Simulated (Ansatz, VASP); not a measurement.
Two plane-wave programs on Al2CdSi2

```
Al Cd Si
1.0
     4.70859    0.00000    0.00000
    -2.35430    4.07776    0.00000
     0.00000    0.00000    8.08096
Al Cd Si
2 1 2
Direct
  0.00000 0.00000 0.66689
  0.00000 0.00000 0.33311
  0.00000 0.00000 0.00000
  0.33333 0.66667 0.00000
  0.66667 0.33333 0.00000
```

Alike in both runs: functional PBE; k mesh 9 × 9 × 6; occupations gaussian, width 0.1 eV; no spin polarisation.

Ansatz relaxed the structure, and its values are those at the end. VASP's run is a single point on that final structure, the one shown.

|  | VASP | Ansatz |
| --- | --- | --- |
| version | VASP 6.6.1 | Ansatz 0.2.0 |
| potentials or method | VASP PAW PBE potentials, release 64 (Al, Cd, Si) | scalar-relativistic, plane waves, PAW |
| plane-wave cutoff (eV) | 520 | 420 |
| valence electrons in the cell | 26 | 34 |

|  | VASP | Ansatz | Ansatz less VASP |
| --- | --- | --- | --- |
| gap on the k mesh at the Fermi level (eV) | none | none | - |
| pressure (GPa) | 0.1 | 0.0 | -0.08 |

A gap of «none» marks a metal or a gap that the smearing closes. The two sets of potentials don't hold the same shells in valence.
